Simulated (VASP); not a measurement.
Energy against volume of TiC (rock salt). Level of theory: PBE GGA, VASP's PBE PAW potentials (set 64) (plane waves; VASP 6.6.1). Numerical set-up: 520 eV cut-off, 14×14×14 Γ-centred mesh, first-order Methfessel-Paxton smearing of 0.10 eV, potentials Ti_sv C.

```
V (Å³/atom)  E (eV/atom)
-----------  -----------
9.872           -9.34695
10.178          -9.35458
10.483          -9.34793
10.788          -9.32899
```

Question: Fit these four points and predict the energy of the run at 9.567 Å³/atom.

Answer: A cubic in V^(−2/3), the third-order Birch-Murnaghan form, passes through the four points with V0 = 10.18 Å³/atom and B0 = 249 GPa, and gives -9.3228 eV/atom there. The run gave -9.3227 eV/atom, +0.1 meV/atom from the fit; all five points give B0 = 249 GPa.

The compound is TiC in the rock salt structure. It was relaxed first.
